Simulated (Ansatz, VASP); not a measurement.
# ScB3: VASP beside Ansatz

One calculation is typed for both programs; each brings its own data sets. How far apart do they land? The cell is generated by rule, not measured, and may not be a known phase. The cell is taken from a series of runs on this material, whose earlier steps may have relaxed, scaled, displaced or heated it; both programs get it as it stands.

Calculated with Ansatz 0.2.0; plane waves, with VASP 6.6.1 beside it; zone-centre phonons at LDA.

The structure was built from a prototype and need not be the compound's stable phase.

### Step 1. The starting structure

The structure is cubic, space group Fm-3m (No. 225). The conventional cell has a = 6.805 Å, b = 6.805 Å, c = 6.805 Å, α = 90.00°, β = 90.00°, γ = 90.00°. Sc has 12 B at 2.45 Å nearest. Nearest to B lie 4 B at 1.77 Å and 4 Sc at 2.45 Å. Farther neighbours are not listed.

### Step 2. Ansatz: zone-centre phonons, LDA

Ansatz runs on norm-conserving files, of PseudoDojo where its log says so.

Second derivatives magnify differences that forces hide, and they need a tight electronic threshold.

input.yaml

```yaml
crystal:
  lattice:
    - [0.0, 3.402594259, 3.402594259]
    - [3.402594259, 0.0, 3.402594259]
    - [3.402594259, 3.402594259, 0.0]
  atoms:
    - { symbol: Sc, position: [0.75, 0.75, 0.75] }
    - { symbol: Sc, position: [0.25, 0.25, 0.25] }
    - { symbol: B, position: [0.6840228474, 0.3159771526, 0.3159771526] }
    - { symbol: B, position: [0.3159771526, 0.6840228474, 0.6840228474] }
    - { symbol: B, position: [0.3159771526, 0.6840228474, 0.3159771526] }
    - { symbol: B, position: [0.6840228474, 0.3159771526, 0.6840228474] }
    - { symbol: B, position: [0.6840228474, 0.6840228474, 0.3159771526] }
    - { symbol: B, position: [0.3159771526, 0.3159771526, 0.6840228474] }
kpoints:
  mp_grid: { grid: [8, 8, 8] }
hamiltonian:
  xc: lda
  pseudopotentials: { kind: nc }
scf:
  occupations: { method: methfessel_paxton, width: 0.15 }
output:
  eigenvalues: true
phonons:
  method: dfpt
```

On the command line:

```
ansatz run input.yaml --threads 4 --pin off --max-ram 7168MiB --backend cpu --events-out ev --progress --plain --runs-dir out
```

The program printed:

```text
zone centre: on kpoints.mp_grid the ground state, and the responses unless they are solved on pairs of k-points, stand on 150 of the mesh's 512 k-points, reduced under 2 symmetry operations, with k and −k counted as one. Each operation leaves every solved displacement unchanged or reverses it
Engine: ansatz 0.2.0, aarch64-unknown-linux-gnu
Pseudopotentials: kind: nc
Pseudopotential: Sc, nc, valence charge 11, recommended cutoff 1061.244064 eV (normal), Sc.nc.azcp (PseudoDojo's, or run here from an input of PseudoDojo's: the run reads no file of this project's for it)
Pseudopotential: B, nc, valence charge 3, recommended cutoff 1034.032677 eV (normal), B.nc.azcp (PseudoDojo's, or run here from an input of PseudoDojo's: the run reads no file of this project's for it)
Functional definition: SPW92
  exchange = slater_x
  correlation = pw_c
Crystal: 8 atoms, lattice volume = 78.788 Å³
Basis set: ecut = 1061.244064 eV, 6183 PW (Γ), exchange–correlation on 108×108×108 points (8 copies of the dense FFT grid, shifted against one another)
Bands: 28, of which v1, the nominal top of the filled ones, is band 20 counted from 1 (19 counted from 0)
Symmetry: 48 space group operations
k-points: 150 of 512 (irreducible under 2 space group operations, time reversal used)
Non-local potential: Sc, projectors of the file, l = 0: 2, l = 1: 2, l = 2: 2
Non-local potential: B, projectors of the file, l = 0: 2, l = 1: 2
Initial density: superposition of atomic densities (chi_scale 0.1, normalization cell, long waves kept (reshape's long-wave potential 0.00 eV rms))
Initial wavefunctions: pseudopotential atomic-orbital guess
Functional: x = slater, c = lda
SCF iter   1: F=—  HF=-3116.472669 eV  |F-HF|=—  |Δ(HF+E_count)|=         —  Δρ=4.70e-2  dr2=4.63e0  ethr=3.10e-3  ⟨swp⟩=6.7  Hψ=21499  notcnv=0
preconditioner: auto → Kerker (q_TF=auto, 2.437 Å⁻¹)  [metal: Δε(μ)=0.052 eV  Ē_g=8.916 eV  σ=0.150 eV  W_gap=0.28  n_scr=14 (ndim 8)  ℏωp=20.5 eV  f_vac=0.000  D(μ)=2.59/eV (n_scr^D=14)]
SCF iter   2: F=—  HF=-3115.478843 eV  |F-HF|=—  |Δ(HF+E_count)|=   9.94e-1  S|Δr|=    0.00e0  Δρ=2.65e-2  dr2=1.52e0  ethr=3.10e-3  ⟨swp⟩=3.0  Hψ=8225  notcnv=0  defer=307
SCF iter   3: F=—  HF=-3114.971222 eV  |F-HF|=—  |Δ(HF+E_count)|=   5.08e-1  S|Δr|=    0.00e0  Δρ=5.71e-3  dr2=5.79e-2  ethr=3.10e-3  ⟨swp⟩=3.0  Hψ=7156  notcnv=0  defer=308
SCF iter   4: F=—  HF=-3114.953914 eV  |F-HF|=—  |Δ(HF+E_count)|=   1.73e-2  S|Δr|=    0.00e0  Δρ=2.37e-3  dr2=7.78e-3  ethr=1.45e-4  ⟨swp⟩=2.4  Hψ=7059  notcnv=0  defer=265
SCF iter   5: F=—  HF=-3114.951566 eV  |F-HF|=—  |Δ(HF+E_count)|=   2.35e-3  S|Δr|=    0.00e0  Δρ=8.82e-4  dr2=4.64e-4  ethr=1.95e-5  ⟨swp⟩=2.1  Hψ=6557  notcnv=0  defer=265
SCF iter   6: F=—  HF=-3114.951494 eV  |F-HF|=—  |Δ(HF+E_count)|=   7.26e-5  S|Δr|=    0.00e0  Δρ=1.45e-4  dr2=1.98e-5  ethr=1.16e-6  ⟨swp⟩=2.0  Hψ=6867  notcnv=0  defer=265
SCF iter   7: F=—  HF=-3114.951482 eV  |F-HF|=—  |Δ(HF+E_count)|=   1.21e-5  S|Δr|=    0.00e0  Δρ=3.92e-5  dr2=5.30e-7  ethr=4.95e-8  ⟨swp⟩=2.6  Hψ=6417  notcnv=0  defer=265
SCF iter   8: F=—  HF=-3114.951434 eV  |F-HF|=—  |Δ(HF+E_count)|=   4.76e-5  S|Δr|=    0.00e0  Δρ=3.05e-6  dr2=4.74e-9  ethr=1.33e-9  ⟨swp⟩=2.0  Hψ=6934  notcnv=0  defer=265
SCF iter   9: F=—  HF=-3114.951434 eV  |F-HF|=—  |Δ(HF+E_count)|=   2.01e-9  S|Δr|=    0.00e0  Δρ=4.58e-7  dr2=1.22e-10  ethr=1.19e-11  ⟨swp⟩=3.3  Hψ=7543  notcnv=0  defer=265
SCF iter  10: F=-3114.951434 eV  HF=-3114.951434 eV  |F-HF|=4.55e-13  |Δ(HF+E_count)|=  4.55e-13  S|Δr|=    0.00e0  Δρ=5.40e-8  dr2=1.95e-12  ethr=1.00e-12  ⟨swp⟩=17.4  Hψ=29350  notcnv=0
SCF 1 converged in 10 iterations: F = -3114.951434 eV  dr2 = 1.95e-12
DFPT response loops at Γ: preconditioner auto → Kerker (q_TF=auto, 2.437 Å⁻¹) (partly filled bands, converged f_vac=0.000); β = 1.00, the filter's whole step (`scf.mixing.beta` (0.50) is not read by the response loops under this deck's `scf.mixing.preconditioner`; to damp them name `kerker` or `kerker_dos`, under which they read `scf.mixing.beta`, and type it under 1.00, their step now; both keys bind the ground state too); Broyden in place of MSR1
SCF converged after 10 iterations
Stability not checked: this state was not tested for a lower state beside it, because cold or Methfessel-Paxton smearing, or corrected tetrahedra, fill the levels in a way that the test cannot read (fill_not_monotonic; see scf.lower_state_search)
Free energy (F): -3114.951434 eV
Harris-Foulkes:  -3114.951434 eV  (|F-HF|=4.55e-13)
Internal energy: -3114.952030 eV  (E = F + TS)
E sigma→0 (E₀):  -3114.951583 eV
Entropy (-TS):   0.000596 eV (0.075 meV/atom)
Fermi energy:    10.531117 eV
--- Per-component energies (eV) ---
  E_band       = -212.800808
  E_kinetic    = 1307.020731
  E_local      = -2214.692634  (includes V_loc(G=0)·N_el)
  E_nonlocal   = 124.839088
  E_hartree    = 629.073694
  E_xc         = -640.838425
  E_vxc        = -688.115361  (∫ρ·V_xc dr)
  E_ewald      = -2320.354484
  E_smearing   = 0.000596  (= −TS)
  E_closure    = 0.000000  (closes the sum)
  Σ components = -3114.951434   (vs F -3114.951434, Δ=0.00e0)
--- Band table (eV; the first three rows and the last of 150) ---
  k-point 0: bands = [... 16 lower, 8.0696, 8.0696, 9.5319, 9.5319, 9.5319, 14.1633, 14.1633, 14.1633, ... 4 higher]
  k-point 1: bands = [... 16 lower, 7.9675, 7.9675, 9.2318, 9.8385, 9.8385, 13.5928, 13.5928, 14.2373, ... 4 higher]
  k-point 2: bands = [... 16 lower, 7.9186, 7.9186, 8.6065, 10.4329, 10.4329, 12.6435, 12.6435, 14.4194, ... 4 higher]
  k-point 149: bands = [... 16 lower, 8.6465, 9.4572, 9.4749, 9.4749, 10.7301, 11.4231, 14.1024, 14.2570, ... 4 higher]
--- Phonons (Γ-DFPT): 3 representative perturbations + reference, on 150 of 512 k-points (Σ response iterations 10) ---
  k mesh reduced under 2 symmetry operations, with k and −k counted as one. Each operation leaves every solved displacement unchanged or reverses it
  ASR residual: 1.752e-5 → 0.000e0 eV/Å²; symmetrization residual: 2.813e-6 eV/Å²
  ASR residual per site (eV/Å²): 1.75e-5 1.75e-5 5.45e-6 5.45e-6 5.45e-6 5.45e-6 5.45e-6 5.45e-6
  Γ frequencies (cm⁻¹): 0.00 0.00 0.00 273.28 273.28 273.28 424.66 424.66 424.66 440.27 440.27 440.27 453.24 453.24 475.11 475.11 475.11 672.93 672.93 672.93 684.22 684.22 684.22 883.01
  non-analytic LO–TO correction: not included (Born effective charges unavailable; polar crystals: no LO–TO splitting at Γ)
```

The column dr2 measures how far the density is from self-consistency, as an energy; F and HF (Harris–Foulkes) agree once it is small.

### Step 3. VASP: zone-centre phonons, LDA

The same cell, functional (in two slightly different forms), mesh and smearing now go to VASP, with its own data sets.

Lines of VASP's logs that name or quote its potential files are left out, and so is its time.

INCAR

```
SYSTEM = ScB3
PREC = Accurate
ENCUT = 500
EDIFF = 1E-08
NELM = 120
ISMEAR = 1
SIGMA = 0.15
LREAL = .FALSE.
ALGO = Normal
GGA = PW92
NBANDS = 28
LASPH = .TRUE.
LORBIT = 11
LWAVE = .FALSE.
LCHARG = .FALSE.
ISIF = 2
IBRION = 8
GGA_COMPAT = .FALSE.
KPAR = 2
```

POSCAR

```
ScB3
1.0
    0.0000000000      3.4025942590      3.4025942590
    3.4025942590      0.0000000000      3.4025942590
    3.4025942590      3.4025942590      0.0000000000
Sc B
2 6
Direct
    0.7500000000      0.7500000000      0.7500000000
    0.2500000000      0.2500000000      0.2500000000
    0.6840228474      0.3159771526      0.3159771526
    0.3159771526      0.6840228474      0.6840228474
    0.3159771526      0.6840228474      0.3159771526
    0.6840228474      0.3159771526      0.6840228474
    0.6840228474      0.6840228474      0.3159771526
    0.3159771526      0.3159771526      0.6840228474
```

KPOINTS

```
Automatic mesh
0
Gamma
8 8 8
0 0 0
```

PAW data sets: Sc_sv and B (LDA family, release 64).

On the command line:

```
mpirun -np 2 vasp_std
```

The program printed:

```text
[banner, memory and clock lines left out]
running    2 mpi-ranks, on    1 nodes
 distrk:  each k-point on    1 cores,    2 groups
 distr:  one band on    1 cores,    1 groups

 POSCAR found type information on POSCAR ScB
 POSCAR found :  2 types and       8 ions
|                                                                             |
|               ----> ADVICE to this user running VASP <----                  |
|                                                                             |
|     You enforced a specific xc type in the INCAR file but a different       |
|     [... a line on the potential file left out ...]
|     I HOPE YOU KNOW WHAT YOU ARE DOING!                                     |
|                                                                             |

 LDA part: xc-table for (Slater(with rela. corr.)+PW92), standard interpolation
 POSCAR, INCAR and KPOINTS ok, starting setup
 FFT: planning ... GRIDC
 FFT: planning ... GRID_SOFT
 FFT: planning ... GRID
 WAVECAR not read
 entering main loop
       N       E                     dE             d eps       ncg     rms          rms(c)
DAV:   1     0.506532225749E+03    0.50653E+03   -0.18070E+04  1632   0.147E+03
DAV:   2    -0.138887331275E+02   -0.52042E+03   -0.51220E+03  2016   0.550E+02
DAV:   3    -0.636971976075E+02   -0.49808E+02   -0.48183E+02  2708   0.173E+02
DAV:   4    -0.654238764503E+02   -0.17267E+01   -0.16854E+01  2752   0.326E+01
DAV:   5    -0.654446058448E+02   -0.20729E-01   -0.20698E-01  2752   0.415E+00    0.182E+01
DAV:   6    -0.582180459772E+02    0.72266E+01   -0.26323E+01  2592   0.433E+01    0.732E+00
DAV:   7    -0.582018391470E+02    0.16207E-01   -0.20003E+00  2736   0.830E+00    0.441E+00
DAV:   8    -0.581601998755E+02    0.41639E-01   -0.17960E-01  2520   0.393E+00    0.127E+00
DAV:   9    -0.581555356066E+02    0.46643E-02   -0.58299E-02  2696   0.231E+00    0.175E-01
DAV:  10    -0.581549191543E+02    0.61645E-03   -0.96838E-03  2680   0.939E-01    0.157E-01
DAV:  11    -0.581547212461E+02    0.19791E-03   -0.11254E-03  2640   0.363E-01    0.106E-02
DAV:  12    -0.581547249609E+02   -0.37148E-05   -0.61683E-05  2784   0.542E-02    0.131E-02
DAV:  13    -0.581547223516E+02    0.26093E-05   -0.17007E-05  2592   0.380E-02    0.155E-03
DAV:  14    -0.581547223599E+02   -0.83069E-08   -0.40948E-07  2496   0.597E-03    0.266E-04
DAV:  15    -0.581547223574E+02    0.25011E-08   -0.39138E-08  1896   0.124E-03
   1 F= -.58154722E+02 E0= -.58154876E+02  d E =0.462166E-03
 Linear response reoptimize wavefunctions to high precision
DAV:   1    -0.581547223571E+02    0.28422E-09   -0.42573E-09  1512   0.753E-04
DAV:   2    -0.581547223571E+02    0.86402E-11   -0.52841E-10  1184   0.362E-04
 Linear response DOF=           3
 Linear response progress:
  Degree of freedom:   1/  3
       N       E                     dE             d eps       ncg     rms          rms(c)
RMM:   1    -0.766188616037E+00   -0.76619E+00   -0.10271E+02  5362   0.187E+02
RMM:   2    -0.756433709928E+00    0.97549E-02   -0.27969E-01  8525   0.424E+00    0.152E-01
RMM:   3    -0.758509507849E+00   -0.20758E-02   -0.13813E-02  9683   0.864E-01    0.669E-02
RMM:   4    -0.757389580076E+00    0.11199E-02   -0.16232E-03 11074   0.219E-01    0.269E-02
RMM:   5    -0.757066444996E+00    0.32314E-03   -0.14478E-04 11171   0.666E-02    0.729E-03
RMM:   6    -0.757065091272E+00    0.13537E-05   -0.20780E-05 11537   0.254E-02    0.393E-03
RMM:   7    -0.757064316521E+00    0.77475E-06   -0.49423E-06 11075   0.117E-02    0.107E-03
RMM:   8    -0.757072409996E+00   -0.80935E-05   -0.20245E-06 11585   0.570E-03    0.514E-04
RMM:   9    -0.757079378784E+00   -0.69688E-05   -0.46511E-07 10704   0.387E-03    0.219E-04
RMM:  10    -0.757083846216E+00   -0.44674E-05   -0.16044E-07 11124   0.307E-03    0.652E-05
RMM:  11    -0.757084954956E+00   -0.11087E-05   -0.84001E-08 10734   0.287E-03    0.315E-05
RMM:  12    -0.757085413003E+00   -0.45805E-06   -0.80394E-08 10946   0.271E-03    0.170E-05
RMM:  13    -0.757085735304E+00   -0.32230E-06   -0.10324E-07 10949   0.267E-03    0.750E-06
RMM:  14    -0.757085766296E+00   -0.30991E-07   -0.12317E-07 11299   0.263E-03    0.223E-06
[...]
RMM:  21    -0.757085743212E+00   -0.77106E-08   -0.39889E-07 12698   0.266E-03    0.563E-07
RMM:  22    -0.757085736838E+00    0.63744E-08   -0.36378E-07 12865   0.266E-03    0.285E-07
RMM:  23    -0.757085735397E+00    0.14404E-08   -0.32479E-07 12989   0.266E-03    0.538E-07
RMM:  24    -0.757085737681E+00   -0.22837E-08   -0.36473E-07 13126   0.266E-03    0.430E-07
RMM:  25    -0.757085731316E+00    0.63645E-08   -0.30537E-07 13255   0.266E-03    0.683E-07
RMM:  26    -0.757085734297E+00   -0.29809E-08   -0.37409E-07 13360   0.266E-03    0.594E-07
RMM:  27    -0.757085739226E+00   -0.49287E-08   -0.36696E-07 13465   0.266E-03    0.658E-07
RMM:  28    -0.757085735886E+00    0.33398E-08   -0.31801E-07 13570   0.266E-03    0.602E-07
 first order change of Fermi-energy  -0.17620E-04
 force on displaced ion       1 direction 1 : -14.276  -0.000  -0.000
 Linear response progress:
  Degree of freedom:   2/  3
       N       E                     dE             d eps       ncg     rms          rms(c)
RMM:   1    -0.493753582108E-01   -0.49375E-01    0.37333E-03  6885   0.140E+00
RMM:   2    -0.448182255096E-01    0.45571E-02   -0.33480E-03  5723   0.412E-01    0.173E-01
RMM:   3    -0.443361766893E-01    0.48205E-03   -0.21844E-03  5697   0.295E-01    0.955E-02
RMM:   4    -0.446780129573E-01   -0.34184E-03   -0.53788E-04  6243   0.117E-01    0.336E-02
RMM:   5    -0.448176446336E-01   -0.13963E-03   -0.38176E-05  5784   0.568E-02    0.120E-02
RMM:   6    -0.448770150677E-01   -0.59370E-04   -0.12599E-05  6926   0.164E-02    0.341E-03
RMM:   7    -0.448644172537E-01    0.12598E-04   -0.10911E-06  6717   0.540E-03    0.120E-03
RMM:   8    -0.448573500020E-01    0.70673E-05   -0.23733E-07  6237   0.336E-03    0.487E-04
RMM:   9    -0.448595448941E-01   -0.21949E-05   -0.19525E-07  6354   0.166E-03    0.124E-04
RMM:  10    -0.448591234276E-01    0.42147E-06   -0.13650E-07  6824   0.860E-04    0.478E-05
RMM:  11    -0.448594287361E-01   -0.30531E-06   -0.13788E-07  6572   0.883E-04    0.156E-05
RMM:  12    -0.448593515220E-01    0.77214E-07   -0.11264E-07  6828   0.881E-04    0.700E-06
RMM:  13    -0.448593825034E-01   -0.30981E-07   -0.11451E-07  6801   0.916E-04    0.395E-06
RMM:  14    -0.448593726072E-01    0.98962E-08   -0.11304E-07  6970   0.934E-04    0.285E-06
RMM:  15    -0.448593861509E-01   -0.13544E-07   -0.14073E-07  7110   0.941E-04    0.617E-07
RMM:  16    -0.448593850267E-01    0.11242E-08   -0.12835E-07  7182   0.946E-04    0.734E-07
RMM:  17    -0.448593852651E-01   -0.23837E-09   -0.12909E-07  7303   0.951E-04    0.229E-07
RMM:  18    -0.448593862554E-01   -0.99029E-09   -0.12943E-07  7416   0.953E-04    0.297E-07
RMM:  19    -0.448593863941E-01   -0.13880E-09   -0.12303E-07  7533   0.955E-04    0.111E-07
RMM:  20    -0.448593876515E-01   -0.12574E-08   -0.12995E-07  7579   0.956E-04    0.176E-07
RMM:  21    -0.448593875951E-01    0.56415E-10   -0.13874E-07  7675   0.957E-04    0.115E-07
RMM:  22    -0.448593874772E-01    0.11795E-09   -0.14931E-07  7726   0.957E-04    0.208E-07
RMM:  23    -0.448593876200E-01   -0.14280E-09   -0.15564E-07  7795   0.957E-04    0.545E-07
RMM:  24    -0.448593874894E-01    0.13059E-09   -0.83603E-08  7856   0.957E-04    0.682E-07
 first order change of Fermi-energy  -0.64190E-01
 force on displaced ion       3 direction 1 : -13.600  -0.000  -0.000
 Linear response progress:
  Degree of freedom:   3/  3
       N       E                     dE             d eps       ncg     rms          rms(c)
RMM:   1    -0.514106749720E-01   -0.51411E-01    0.30921E-03 18717   0.215E+00
RMM:   2    -0.456354083156E-01    0.57753E-02   -0.39072E-03 14720   0.486E-01    0.139E-01
RMM:   3    -0.455517980777E-01    0.83610E-04   -0.14385E-03 15614   0.220E-01    0.655E-02
RMM:   4    -0.458757006709E-01   -0.32390E-03   -0.45575E-04 16423   0.104E-01    0.221E-02
RMM:   5    -0.459936918109E-01   -0.11799E-03   -0.37375E-05 17150   0.419E-02    0.754E-03
RMM:   6    -0.460378417995E-01   -0.44150E-04   -0.48735E-06 16920   0.110E-02    0.234E-03
RMM:   7    -0.460232040912E-01    0.14638E-04   -0.13949E-06 15864   0.614E-03    0.620E-04
RMM:   8    -0.460270138763E-01   -0.38098E-05   -0.47537E-08 16366   0.243E-03    0.184E-04
RMM:   9    -0.460266399111E-01    0.37397E-06   -0.71254E-08 17014   0.102E-03    0.689E-05
RMM:  10    -0.460268864385E-01   -0.24653E-06   -0.16496E-08 16474   0.893E-04    0.147E-05
RMM:  11    -0.460268874126E-01   -0.97413E-09   -0.12813E-07 17001   0.825E-04    0.101E-05
RMM:  12    -0.460269288603E-01   -0.41448E-07   -0.10598E-07 16920   0.865E-04    0.396E-06
RMM:  13    -0.460269175847E-01    0.11276E-07   -0.12652E-07 17483   0.877E-04    0.180E-06
RMM:  14    -0.460269195301E-01   -0.19454E-08   -0.12713E-07 17693   0.890E-04    0.519E-07
RMM:  15    -0.460269218367E-01   -0.23066E-08   -0.12551E-07 18069   0.898E-04    0.541E-07
RMM:  16    -0.460269214450E-01    0.39172E-09   -0.13002E-07 18312   0.903E-04    0.176E-07
RMM:  17    -0.460269219838E-01   -0.53882E-09   -0.12556E-07 18639   0.906E-04    0.273E-07
RMM:  18    -0.460269231830E-01   -0.11992E-08   -0.14518E-07 18881   0.907E-04    0.936E-08
 first order change of Fermi-energy  -0.41842E-04
 force on displaced ion       3 direction 2 :   0.000 -11.452   0.000
 Linear response finished
```

(Part 1 of 2 ends here.)

[Lines on the potential files, build, host, timing and source positions are cut from VASP's logs without a mark.]

[Logs are printed without paths, hosts, clocks, repeated set-up lines and the standing remarks that a program may print on its own settings, such as how far it seeks lower states.]

[Hosts, paths, dates, database ids (printed as entryN), source tags and the programs' standing remarks are cut or masked in the printed files.]
